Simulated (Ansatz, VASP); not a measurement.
# NiO: VASP beside Ansatz, part 2 of 2

One calculation is typed for both programs; each brings its own data sets and cutoff. How far apart do they land? The cell is taken from a series of VASP runs on this material, whose earlier steps may have relaxed, scaled or displaced it; both programs get it as it stands.

VASP 6.6.1 and Ansatz 0.2.0.

So far. Step 2 (VASP: band structure, PBE with D3(BJ), DFT+U): Experiment finds antiferromagnetic order in this phase (below 523 K, arxiv:1210.6675), so this ferromagnetic run describes another state. Direct gaps are counted within one spin. The valence top and the conduction bottom belong to opposite spins.

### 3. Ansatz: band structure, PBE with D3(BJ), DFT+U

Level of this step: Ansatz beside VASP: Kohn-Sham DFT, plane waves, PBE with D3(BJ), DFT+U (Ansatz).

Ansatz runs on its default PAW (the set named soft_2) files.

The same cell, functional, mesh and smearing now go to Ansatz, which takes its cutoff from its data sets.

The input, input.yaml:

```yaml
crystal:
  lattice:
    - [0.0, 2.0908002819, 2.0908002819]
    - [2.0908002819, 0.0, 2.0908002819]
    - [2.0908002819, 2.0908002819, 0.0]
  atoms:
    - { symbol: Ni, position: [0.0, 0.0, 0.0], spin: 1.784 }
    - { symbol: O, position: [0.5, 0.5, 0.5], spin: 0.201 }
hamiltonian:
  xc: pbe
  pseudopotentials: { kind: paw }
  dispersion: d3bj
  hubbard: { sites: [{ species: Ni, l: d, u_eff: 5.0 }] }
magnetization:
  spin_polarized: true
kpoints:
  mp_grid: { grid: [8, 8, 8] }
  band_path:
    path:
      - [0.0, 0.0, 0.0]
      - [0.16667, 0.0, 0.16667]
      - [0.33333, 0.0, 0.33333]
      - [0.5, 0.0, 0.5]
      - [0.5, 0.08333, 0.58333]
      - [0.5, 0.18333, 0.68333]
      - [0.5, 0.25, 0.75]
      - [0.45, 0.3, 0.75]
      - [0.40833, 0.34167, 0.75]
      - [0.35, 0.35, 0.7]
      - [0.225, 0.225, 0.45]
      - [0.075, 0.075, 0.15]
      - [0.03333, 0.03333, 0.03333]
      - [0.23333, 0.23333, 0.23333]
      - [0.4, 0.4, 0.4]
      - [0.51667, 0.46667, 0.51667]
      - [0.55833, 0.38333, 0.55833]
      - [0.60833, 0.28333, 0.60833]
      - [0.60833, 0.25, 0.64167]
      - [0.55833, 0.25, 0.69167]
      - [0.51667, 0.25, 0.73333]
      - [0.5, 0.3, 0.7]
      - [0.5, 0.38333, 0.61667]
      - [0.5, 0.48333, 0.51667]
      - [0.475, 0.475, 0.55]
      - [0.425, 0.425, 0.65]
      - [0.38333, 0.38333, 0.73333]
      - [0.59167, 0.18333, 0.59167]
      - [0.55, 0.1, 0.55]
      - [0.5, 0.0, 0.5]
    npoints: 1
scf:
  occupations: { method: gaussian, width: 0.05 }
  n_extra_bands: 7
output:
  forces: true
  stress: true
  eigenvalues: true
```

On the command line:

```bash
$ ansatz run input.yaml --threads 2 --pin off --max-ram 4608MiB --backend cpu --events-out ev --progress --plain --runs-dir out
```

Numbers of over 12 decimals in the logs are rounded to 6 here.

What it wrote:

```text
Ni: projections on atomic orbitals take those of the free atom [Ne] 3s2 3p6 3d8 4s2, of charge +0.00 (hamiltonian.pseudopotentials.projection_atoms); the dataset's partial waves leave at most 1.6e-6 of an orbital's norm unspanned inside its sphere
O: projections on atomic orbitals take those of the free atom [He] 2s2 2p4, of charge +0.00 (hamiltonian.pseudopotentials.projection_atoms); the dataset's partial waves leave at most 1.9e-8 of an orbital's norm unspanned inside its sphere
scf.n_extra_bands = 7 over 12 filled bands (N_el = 24.0): the run solves 19 bands
Engine: ansatz 0.2.0, aarch64-unknown-linux-gnu
Pseudopotentials: kind: paw
Pseudopotential: Ni, paw, valence charge 18, recommended cutoff 420 eV (normal), Ni.paw.azcp
Pseudopotential: O, paw, valence charge 6, recommended cutoff 420 eV (normal), O.paw.azcp
Functional definition: PBE
  parameter kappa = 0.804
  parameter beta = 0.066725
  exchange = pbe_x(kappa = kappa, mu = beta*pi^2/3)
  correlation = pbe_c(beta = beta)
Crystal: 2 atoms, lattice volume = 18.280 Å³
Basis set: ecut = 420 eV, 339 PW (Γ), exchange–correlation on 40×40×40 points (8 copies of the dense FFT grid, shifted against one another)
Bands: 19, of which v1, the nominal top of the filled ones, is band 12 counted from 1 (11 counted from 0)
Symmetry: 48 space group operations
Space group: Fm-3m (ITA 225), of the structure as read, at distance tolerance 2.6e-5 Å
Magnetic group: BNS 225.116 (UNI 1618), of the structure as read, at distance tolerance 2.6e-5 Å
k-points: 29 of 512
Non-local potential: Ni, projectors of the file, l = 0: 3, l = 1: 2, l = 2: 3, l = 3: 1
Non-local potential: O, projectors of the file, l = 0: 2, l = 1: 2, l = 2: 1
PAW form: soft (Blöchl's): semilocal exchange-correlation on the pseudo side does not see the compensation charge
PAW one-centre angular grid: Ni, 590 points (default); XC on 64 Gauss nodes
PAW one-centre angular grid: O, 110 points (default); XC on 64 Gauss nodes
Initial density: superposition of atomic densities (chi_scale 0.1, normalization cell, long waves kept (reshape's long-wave potential 0.00 eV rms))
Starting moments: Σ|m| = 1.985 μB on 2 of 2 sites
Initial wavefunctions: pseudopotential atomic-orbital guess
Functional: x = pbe(κ = 0.804, μ = 0.219515), c = pbe(β = 0.066725)
SCF iter   1: F=—  HF=-6407.159000 eV  |F-HF|=—  |Δ(HF+E_count)|=         —  Δρ=3.81e-1 (↑1.22e-1 ↓3.81e-1)  dr2=3.27e1  dr2_m=3.80e0  M=0.618 μB ∫|m|=0.620 μB  β_m=0.30  ethr=3.10e-3  ⟨swp⟩=5.6  Hψ=4757  notcnv=0  defer=3
preconditioner: auto → none  [insulator: Δε(μ)=0.061 eV  Ē_g=20.084 eV  σ=0.050 eV  W_gap=0.61  n_scr=8 (ndim 8)  ℏωp=34.7 eV  f_vac=0.000  D(μ)=0.96/eV (n_scr^D=14)  ε∞_Penn≈4.0]
SCF iter   2: F=—  HF=-6407.710782 eV  |F-HF|=—  |Δ(HF+E_count)|=   5.52e-1  Δρ=2.70e-1 (↑1.40e-1 ↓2.70e-1)  dr2=2.00e1  dr2_m=1.20e0  M=2.058 μB ∫|m|=2.073 μB  β_m=0.30  ethr=3.10e-3  ⟨swp⟩=3.8  Hψ=3120  notcnv=0  defer=97
SCF iter   3: F=—  HF=-6404.334227 eV  |F-HF|=—  |Δ(HF+E_count)|=    3.38e0  Δρ=1.05e-1 (↑4.41e-2 ↓1.05e-1)  dr2=1.55e0  dr2_m=4.54e-1  M=1.998 μB ∫|m|=2.004 μB  β_m=1.00  ethr=3.10e-3  ⟨swp⟩=3.1  Hψ=2852  notcnv=0  defer=90
SCF iter   4: F=—  HF=-6405.324041 eV  |F-HF|=—  |Δ(HF+E_count)|=   9.90e-1  Δρ=1.59e-1 (↑6.19e-2 ↓1.59e-1)  dr2=6.11e0  dr2_m=6.85e-1  M=1.578 μB ∫|m|=1.581 μB  β_m=0.30  ethr=3.10e-3  ⟨swp⟩=3.0  Hψ=2802  notcnv=0  defer=94
SCF iter   5: F=—  HF=-6404.807173 eV  |F-HF|=—  |Δ(HF+E_count)|=   5.17e-1  Δρ=5.12e-2 (↑2.21e-2 ↓5.12e-2)  dr2=5.18e-1  dr2_m=7.21e-2  M=2.000 μB ∫|m|=2.009 μB  β_m=0.30  ethr=3.10e-3  ⟨swp⟩=3.3  Hψ=2542  notcnv=0  defer=94
SCF iter   6: F=—  HF=-6405.066700 eV  |F-HF|=—  |Δ(HF+E_count)|=   2.60e-1  Δρ=3.28e-2 (↑9.72e-3 ↓3.28e-2)  dr2=1.88e-1  dr2_m=4.36e-2  M=2.000 μB ∫|m|=2.008 μB  β_m=0.30  ethr=2.16e-3  ⟨swp⟩=2.0  Hψ=1875  notcnv=0  defer=94
SCF iter   7: F=—  HF=-6405.210575 eV  |F-HF|=—  |Δ(HF+E_count)|=   1.44e-1  Δρ=2.48e-2 (↑6.59e-3 ↓2.48e-2)  dr2=9.92e-2  dr2_m=2.75e-2  M=2.000 μB ∫|m|=2.008 μB  β_m=0.30  ethr=7.82e-4  ⟨swp⟩=2.0  Hψ=1338  notcnv=0  defer=94
Mixer restart at iter 7: flushing history
spin-set hold released at iteration 7 (site moments contracting): the magnetisation degrees of freedom join the quasi-Newton model from the next iteration; the mixer history was flushed
SCF iter   8: F=—  HF=-6405.275847 eV  |F-HF|=—  |Δ(HF+E_count)|=   6.53e-2  Δρ=9.21e-3 (↑9.21e-3 ↓8.52e-3)  dr2=2.72e-3  dr2_m=1.06e-2  M=2.000 μB ∫|m|=2.007 μB  β_m=0.41  ethr=4.13e-4  ⟨swp⟩=2.0  Hψ=1803  notcnv=0  defer=94
SCF iter   9: F=—  HF=-6405.344463 eV  |F-HF|=—  |Δ(HF+E_count)|=   6.86e-2  Δρ=1.56e-2 (↑2.15e-3 ↓1.56e-2)  dr2=3.65e-2  dr2_m=1.04e-2  M=2.000 μB ∫|m|=2.008 μB  β_m=0.44  ethr=1.13e-5  ⟨swp⟩=2.2  Hψ=2242  notcnv=0  defer=94
SCF iter  10: F=—  HF=-6405.367467 eV  |F-HF|=—  |Δ(HF+E_count)|=   2.30e-2  Δρ=3.09e-3 (↑2.19e-3 ↓3.09e-3)  dr2=2.04e-4  dr2_m=1.14e-3  M=2.000 μB ∫|m|=2.008 μB  β_m=0.73  ethr=1.13e-5  ⟨swp⟩=2.0  Hψ=2001  notcnv=0  defer=94
SCF iter  11: F=—  HF=-6405.367968 eV  |F-HF|=—  |Δ(HF+E_count)|=   5.01e-4  Δρ=4.46e-4 (↑4.46e-4 ↓1.35e-4)  dr2=2.04e-5  dr2_m=1.02e-5  M=2.000 μB ∫|m|=2.007 μB  β_m=0.70  ethr=8.51e-7  ⟨swp⟩=2.4  Hψ=1973  notcnv=0  defer=94
SCF iter  12: F=—  HF=-6405.367971 eV  |F-HF|=—  |Δ(HF+E_count)|=   2.66e-6  Δρ=2.54e-4 (↑1.24e-4 ↓2.54e-4)  dr2=1.38e-5  dr2_m=1.23e-6  M=2.000 μB ∫|m|=2.007 μB  β_m=0.58  ethr=8.49e-8  ⟨swp⟩=2.0  Hψ=1672  notcnv=0  defer=94
SCF iter  13: F=—  HF=-6405.367966 eV  |F-HF|=—  |Δ(HF+E_count)|=   4.79e-6  Δρ=7.55e-5 (↑7.55e-5 ↓5.94e-5)  dr2=3.37e-8  dr2_m=7.47e-7  M=2.000 μB ∫|m|=2.007 μB  β_m=0.79  ethr=4.17e-10  ⟨swp⟩=8.6  Hψ=6159  notcnv=0
SCF iter  14: F=-6405.367967 eV  HF=-6405.367967 eV  |F-HF|=4.08e-9  |Δ(HF+E_count)|=   6.58e-7  Δρ=7.20e-6 (↑7.20e-6 ↓5.71e-6)  dr2=7.22e-9  dr2_m=4.41e-9  M=2.000 μB ∫|m|=2.007 μB  ethr=1.40e-10  ⟨swp⟩=5.0  Hψ=4578  notcnv=0
SCF 1 converged in 14 iterations: F = -6405.367967 eV  dr2 = 7.22e-9
  greatest PAW one-centre occupation: 1.002 electrons in one spin orbital (limit 2), on the Ni atom at site 0 (counted from 0), in its partial waves of l = 1
Symmetry: 8 space group operations
k-points: 78 of 512
Initial density: read from a saved state, or passed on in memory by an earlier SCF of this step, an earlier step, the calling program or the single point that the run made first
Starting moments: Σ|m| = 1.985 μB on 2 of 2 sites; this step starts from the density that it was given
iter 1 solved again at ethr=1.87e-11 eV; its pass at ethr=4.17e-6 eV (dr2=4.50e-9 eV) is discarded
SCF iter   1: F=—  HF=-6405.367967 eV  |F-HF|=—  |Δ(HF+E_count)|=         —  Δρ=7.20e-6 (↑7.20e-6 ↓5.71e-6)  dr2=7.23e-9  dr2_m=4.41e-9  M=2.000 μB ∫|m|=2.007 μB  ethr=1.87e-11  ⟨swp⟩=1.3  Hψ=29377  notcnv=0
preconditioner: auto → none  [insulator: Δε(μ)=1.691 eV  Ē_g=19.722 eV  σ=0.050 eV  W_gap=1.00  n_scr=8 (ndim 8)  ℏωp=34.7 eV  f_vac=0.000  D(μ)=0.00/eV (n_scr^D=0)  ε∞_Penn≈4.1]
an SCF along what the orbitals of the run's state read of its open shells (or to have them read: on a GPU, or by another smearing), with 40 of the crystal's symmetry operations given up (78 k-points in place of 29), reached no lower state that the run goes on to. This is no proof of a minimum
NSCF: frozen V_eff on 30 k-points
SCF converged after 14 iterations
Magnetization: 2.0000 μB (13.0000 up, 11.0000 down)
Absolute magnetization: 2.0058 μB (∫|ρ↑−ρ↓|, with the PAW one-centre terms)
Spin contamination: 0.0015 ħ² per cell (⟨S²⟩ above its minimum at these occupations)
Per-site moments (μB) at R_I (Å): [(1.698360, 0.862455), (0.229387, 0.862455)]
Free energy (F): -6405.367967 eV
Harris-Foulkes:  -6405.367967 eV  (|F-HF|=4.08e-9)
Internal energy: -6405.367967 eV  (E = F + TS)
E sigma→0 (E₀):  -6405.367967 eV
Fermi energy:    14.608594 eV
--- Per-component energies (eV) ---
  E_band       = -353.448763
  E_kinetic    = 450.423739
  E_local      = -3994.479796  (includes V_loc(G=0)·N_el)
  E_nonlocal   = 690.464354
  E_hartree    = 1641.015836
  E_xc         = -156.174018
  E_vxc        = -200.331274  (∫ρ·V_xc dr)
  E_hubbard    = 0.667951  (on-site DFT+U / exact-exchange correction)
  E_vhub       = -19.344035  (the Hubbard potential's part of the band-sum identity)
  E_paw        = -1789.585763  (= ΣΔE_a)
  E_vpaw       = -562.222522  (= ΣTr[D̂ρ^β])
  E_aug_tail   = 0.002880  (compensation charges beyond the density's cutoff)
  E_ewald      = -3247.173079
  E_disp       = -0.530070  (pairwise vdW)
  E_smearing   = -0.000000  (= −TS)
  E_closure    = 0.000000  (closes the sum)
  Σ components = -6405.367967   (vs F -6405.367967, Δ=0.00e0)
--- Forces (eV/Å), atoms counted from 1 ---
  atom   1  Ni    -0.00000000     0.00000000    -0.00000000
  atom   2  O      0.00000000    -0.00000000    -0.00000000
  max |Σ_I F_I| component: 1.48e-29 eV/Å
--- Stress (GPa, compression-positive) ---
        8.096818       0.000000      -0.000000
        0.000000       8.096818      -0.000000
        0.000000      -0.000000       8.096818
  P = ⅓ Tr σ = 8.0968 GPa (80.968 kbar)
--- Band table (eV; the first three rows and the last of 58) ---
  k-point 0 ↑: bands = [... 8 lower, 8.7094, 8.7094, 11.8410, 11.8410, 11.8410, 15.9104, 32.1066, 33.0632, ... 3 higher]
  k-point 1 ↑: bands = [... 8 lower, 8.7669, 8.7669, 11.0933, 12.1946, 12.1946, 16.9809, 29.3219, 32.4197, ... 3 higher]
  k-point 2 ↑: bands = [... 8 lower, 8.9823, 8.9823, 10.5010, 12.9086, 12.9086, 18.7153, 26.4538, 30.4858, ... 3 higher]
  k-point 28 ↓: bands = [... 8 lower, 10.7325, 11.2270, 11.2270, 16.2107, 16.7600, 23.3993, 25.4070, 25.4070, ... 3 higher]
Occupation matrices written to <dir>
```

It took 3.9 s on 2 threads of Arm Neoverse V2, shared host; peak memory 0.36 GiB.

Reading the cycles: dr2 is the Hartree energy of the density residual (eV), the measure of convergence; HF is the Harris–Foulkes estimate of the energy, which meets the free energy F at convergence.

### 4. Differences

Known differences besides the potentials themselves: U acts on the PAW sphere in VASP and on atomic orbitals in Ansatz, so only states and trends compare; the data sets hold 24 valence electrons in Ansatz (default PAW (the set named soft_2) files) and 16 in VASP; the cutoff is 420 eV in Ansatz and 520 eV in VASP; site moments are counted in spheres of each program's own size. Total energies have different zeros and are not compared.

Both answers:

| quantity | Ansatz | VASP | difference |
| --- | --- | --- | --- |
| pressure (GPa) | 8.10 | -0.06 | +8.16 |
| pressure without Ansatz's Pulay correction (GPa) | 7.37 | -0.06 | +7.43 |
| total moment (μB) | 2.00 | 2.00 | 0.00 |
| moment on Ni1 (μB) | 1.70 | 1.78 | -0.09 |
| moment on O2 (μB) | 0.23 | 0.20 | +0.03 |

Ansatz's pressure holds a Pulay correction of 0.73 GPa; VASP's holds none.

### 5. Ansatz: single point, PBE with D3(BJ), DFT+U

A single point gives forces, pressure and levels at one fixed geometry, so differences don't come from the geometry; what else differs is listed under the comparison.

The cell is taken from a series of VASP runs on this material, whose earlier steps may have relaxed, scaled or displaced it; both programs get it as it stands.

input.yaml, the sections that differ from step 3:

```yaml
kpoints:
  mp_grid: { grid: [12, 12, 12] }
scf:
  occupations: { method: gaussian, width: 0.05 }
  n_extra_bands: 4
output:
  forces: true
  stress: true
  eigenvalues: true
  write_density: true
  write_potential: true
  elf: true
  volumetric_format: npy
# crystal, hamiltonian, magnetization: as in step 3
```

What it wrote:

```text
[...]
k-point 1 ↑: bands = [... 8 lower, 8.7304, 8.7304, 11.4360, 12.0088, 12.0088, 16.4490, 30.4017, 32.8161]
  k-point 2 ↑: bands = [... 8 lower, 8.8239, 8.8239, 10.7970, 12.4193, 12.4193, 17.5714, 28.2788, 31.8377]
  k-point 71 ↓: bands = [... 8 lower, 10.7324, 11.2269, 11.2269, 16.2106, 16.7599, 23.3992, 25.4070, 25.4070]
Occupation matrices written to <dir>
[key lines of the parts left out:]
SCF converged after 16 iterations
Magnetization: 2.0000 μB (13.0000 up, 11.0000 down)
Free energy (F): -6405.367911 eV
Fermi energy:    14.608532 eV
P = ⅓ Tr σ = 8.0999 GPa (80.999 kbar)
```

Run time: 7.2 s. Hardware: 2 threads; peak memory 0.52 GiB; 13 s of CPU time.

The run ends at a pressure of 8.10 GPa.

### 6. VASP: single point, PBE with D3(BJ), DFT+U

The same cell, functional, mesh and smearing now go to VASP, with its own data sets and cutoff.

The input, INCAR:

```
SYSTEM = NiO
PREC = Accurate
ENCUT = 520
EDIFF = 1E-06
NELM = 100
ISMEAR = 0
SIGMA = 0.05
LREAL = .FALSE.
ALGO = Normal
GGA = PE
IVDW = 12
NBANDS = 24
ISPIN = 2
MAGMOM = 1.784 0.201
LDAU = .TRUE.
LDAUTYPE = 2
LDAUL = 2 -1
LDAUU = 5 0
LDAUJ = 0 0
LDAUPRINT = 1
LASPH = .TRUE.
LMAXMIX = 4
LORBIT = 11
LWAVE = .FALSE.
LCHARG = .FALSE.
KPAR = 2
LOPTICS = .TRUE.
NEDOS = 1500
CSHIFT = 0.1
```

The input, POSCAR:

```
NiO
1.0
    0.0000000000      2.0908002819      2.0908002819
    2.0908002819      0.0000000000      2.0908002819
    2.0908002819      2.0908002819      0.0000000000
Ni O
1 1
Direct
    0.0000000000      0.0000000000      0.0000000000
    0.5000000000      0.5000000000      0.5000000000
```

The input, KPOINTS:

```
Automatic mesh
0
Gamma
12 12 12
0 0 0
```

Potentials, in the order of the species: Ni and O (PBE family, release 64).

On the command line:

```bash
$ mpirun -np 2 vasp_std
```

What it wrote:

```text
[... set-up lines as in an earlier step ...]
 entering main loop
       N       E                     dE             d eps       ncg     rms          rms(c)
DAV:   1     0.912491166876E+02    0.91249E+02   -0.64911E+03  7552   0.841E+02
DAV:   2    -0.439880421664E+01   -0.95648E+02   -0.83703E+02  7664   0.215E+02
DAV:   3    -0.103397789311E+02   -0.59410E+01   -0.57744E+01  8264   0.492E+01
DAV:   4    -0.103891539756E+02   -0.49375E-01   -0.49329E-01  7976   0.458E+00
[...]
DAV:  13    -0.103382940825E+02   -0.57030E-04   -0.82484E-05  9264   0.114E-01    0.149E-02
DAV:  14    -0.103382988775E+02   -0.47950E-05   -0.15018E-05  8488   0.341E-02    0.577E-03
DAV:  15    -0.103382989544E+02   -0.76921E-07   -0.58105E-07  6056   0.569E-03
   1 F= -.10868255E+02 E0= -.10868255E+02  d E =-.110891E-12  mag=     2.0000
 optical routines
 imaginary and real dielectric function
 recalculating local potential from charge density
 direction            1
 direction            2
 direction            3
```

OUTCAR, selected parts (step 6):

```text
 Edisp (eV)   -0.52996

  Total      -0.00581    -0.00581    -0.00581    -0.00000     0.00000    -0.00000
  in kB      -0.50947    -0.50947    -0.50947    -0.00000     0.00000    -0.00000
  external pressure =       -0.51 kB  Pullay stress =        0.00 kB

 POSITION                                       TOTAL-FORCE (eV/Angst)
 -----------------------------------------------------------------------------------
      0.00000      0.00000      0.00000        -0.000000     -0.000000      0.000000
      2.09080      2.09080      2.09080         0.000000      0.000000      0.000000
 -----------------------------------------------------------------------------------
    total drift:                                0.000000     -0.000000     -0.000000

  FREE ENERGIE OF THE ION-ELECTRON SYSTEM (eV)
  ---------------------------------------------------
  free  energy   TOTEN  =       -10.8682545937 eV

  energy  without entropy=      -10.8682545937  energy(sigma->0) =      -10.86825459

[... 2 parts as in an earlier step ...]

[... 2 further parts left out ...]
[key lines of the parts left out:]
E-fermi :   7.1799
```

### 7. Differences

Compared:

```
                                        quantity  Ansatz   VASP  difference
                                  pressure (GPa)    8.10  -0.05       +8.15
pressure without Ansatz's Pulay correction (GPa)    7.36  -0.05       +7.41
                          gap on the k mesh (eV)   1.691  1.892      -0.201
                               total moment (μB)    2.00   2.00        0.00
                              moment on Ni1 (μB)    1.70   1.78       -0.09
                               moment on O2 (μB)    0.23   0.20       +0.03
```

A gap on the mesh is an upper bound, since the band edges may lie between its points. Ansatz's pressure holds a Pulay correction of 0.74 GPa; VASP's holds none.

### 8. Outcome

```yaml
difference_in_total_moment_band_structure_pbe_with_d3_bj_dft_u: 0 μB
difference_in_pressure_band_structure_pbe_with_d3_bj_dft_u: 8.2 GPa
difference_in_gap_on_the_k_mesh_single_point_pbe_with_d3_bj_dft_u: -0.20 eV
difference_in_pressure_single_point_pbe_with_d3_bj_dft_u: 8.2 GPa
```

**Reading.** The difference in pressure is 8.2 GPa (band structure, PBE with D3(BJ), DFT+U). How closely two codes agree says nothing of how well the functional describes the real material.

[Lines on the potential files, build, host, timing and source positions are cut from VASP's logs without a mark.]

[Logs are printed without paths, hosts, clocks, repeated set-up lines and the standing remarks that a program may print on its own settings, such as how far it seeks lower states.]

[Hosts, paths, dates, database ids (printed as entryN), source tags and the programs' standing remarks are cut or masked in the printed files.]
